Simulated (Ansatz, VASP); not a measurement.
**One calculation of MgCuGe, two programs**

File INCAR:

```
SYSTEM = MgCuGe
ALGO = Normal
EDIFF = 1E-7
ENCUT = 520
GGA = PE
ISIF = 2
ISMEAR = -1
LASPH = .TRUE.
LCHARG = .TRUE.
LELF = .TRUE.
LREAL = .FALSE.
LVHAR = .TRUE.
LWAVE = .FALSE.
NBANDS = 36
NELM = 80
PREC = Accurate
SIGMA = 0.05
```

The input KPOINTS:

```
k-points
0
G
  7 7 4
  0 0 0
```

POSCAR

```
MgCuGe
1.0
    4.0053020000      0.0000000000      0.0000000000
    0.0000000000      4.0053020000      0.0000000000
    0.0000000000      0.0000000000      6.3947530000
Ge Cu Mg
2 2 2
Direct
    0.5000000000      0.0000000000      0.3220180000
    0.0000000000      0.5000000000      0.6779820000
    0.5000000000      0.0000000000      0.7019580000
    0.0000000000      0.5000000000      0.2980420000
    0.5000000000      0.5000000000      0.0000000000
    0.0000000000      0.0000000000      0.0000000000
```

Contents of input.yaml:

```yaml
crystal:
  lattice:
    - [4.005302, 0.0, 0.0]
    - [0.0, 4.005302, 0.0]
    - [0.0, 0.0, 6.394753]
  atoms:
    - { symbol: Ge, position: [0.5, 0.0, 0.322018] }
    - { symbol: Ge, position: [0.0, 0.5, 0.677982] }
    - { symbol: Cu, position: [0.5, 0.0, 0.701958] }
    - { symbol: Cu, position: [0.0, 0.5, 0.298042] }
    - { symbol: Mg, position: [0.5, 0.5, 0.0] }
    - { symbol: Mg, position: [0.0, 0.0, 0.0] }
hamiltonian:
  xc: pbe
  pseudopotentials: { kind: paw }
kpoints:
  mp_grid: { grid: [7, 7, 4] }
scf:
  occupations: { method: fermi_dirac, width: 0.05 }
output:
  forces: true
  stress: true
  eigenvalues: true
```

The cell comes from a database or a generator and needn't be the stable form of this composition.

Alike in both runs: task single point; functional PBE; k mesh 7 × 7 × 4; occupations fermi-dirac, width 0.05 eV; no spin polarisation.

```csv
,VASP,Ansatz
version,VASP 6.6.1,Ansatz 0.2.0
potentials or method,"VASP PAW PBE potentials, release 64 (Ge_d, Cu, Mg)",Ansatz PAW
plane-wave cutoff (eV),520,420
valence electrons in the cell,54,86
```

Ansatz gave:

* gap on the k mesh at the Fermi level (eV): none
* pressure (GPa): 0.3
* largest component of the traceless stress (GPa): 0.29
* rms of the force components (eV/Å): 0.046

Question: Estimate VASP's values.

Answer: gap on the k mesh at the Fermi level (eV): none; pressure (GPa): 0.4; largest component of the traceless stress (GPa): 0.32; rms of the force components (eV/Å): 0.035.

Atom by atom the forces differ by 0.013 eV/Å (rms over components). A gap of «none» marks a metal or a gap that the smearing closes. The two sets of potentials don't hold the same shells in valence.
